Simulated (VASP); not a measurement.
OSZICAR of a VASP run on Tc$_{2}$C (space group P6_3/mmc):

### OSZICAR
```
       N       E                     dE             d eps       ncg     rms          rms(c)
DAV:   1     0.693442442853E+03    0.69344E+03   -0.31227E+04  1648   0.142E+03
DAV:   2    -0.202665252530E+02   -0.71371E+03   -0.69713E+03  1592   0.460E+02
DAV:   3    -0.556998430893E+02   -0.35433E+02   -0.34447E+02  2124   0.104E+02
DAV:   4    -0.565302775990E+02   -0.83043E+00   -0.81628E+00  1808   0.146E+01
DAV:   5    -0.565510051483E+02   -0.20728E-01   -0.20685E-01  1884   0.209E+00    0.397E+01
DAV:   6    -0.533047083672E+02    0.32463E+01   -0.33705E+01  2108   0.288E+01    0.138E+01
DAV:   7    -0.529756037527E+02    0.32910E+00   -0.76308E+00  1940   0.180E+01    0.111E+01
DAV:   8    -0.529664893893E+02    0.91144E-02   -0.65654E+00  1820   0.157E+01    0.800E+00
DAV:   9    -0.525626420496E+02    0.40385E+00   -0.17676E+00  1768   0.940E+00    0.749E-01
DAV:  10    -0.525635314067E+02   -0.88936E-03   -0.86742E-02  1996   0.165E+00    0.391E-01
DAV:  11    -0.525630830333E+02    0.44837E-03   -0.97817E-03  1828   0.735E-01    0.946E-02
DAV:  12    -0.525629671616E+02    0.11587E-03   -0.86651E-04  1856   0.245E-01    0.282E-02
DAV:  13    -0.525629624062E+02    0.47553E-05   -0.54795E-05  1952   0.441E-02    0.892E-03
DAV:  14    -0.525629604404E+02    0.19659E-05   -0.96235E-06  1832   0.135E-02    0.182E-03
DAV:  15    -0.525629601359E+02    0.30445E-06   -0.55128E-07   944   0.477E-03
   1 F= -.52562960E+02 E0= -.52534514E+02  d E =-.568924E-01
```

### Question
Which electronic solver shows in the log?

### Answer
It is blocked Davidson (ALGO = Normal, or the opening steps of other solvers). The INCAR had ALGO = Normal.

### Question
Can the final energy be trusted as converged?

### Answer
The calculation finished and met its thresholds. It stopped with EDIFF = 1E-6, NELM = 100 (PBE GGA, plane waves, VASP's PBE PAW potentials (set 64)).

The structure was generated: Tc2C was put into an ordered model structure, which need not be its known phase. The cell was not relaxed at this level. The k-mesh is coarse (spacing up to 0.31 per Å, 2π included), so the numbers may not be converged in it.
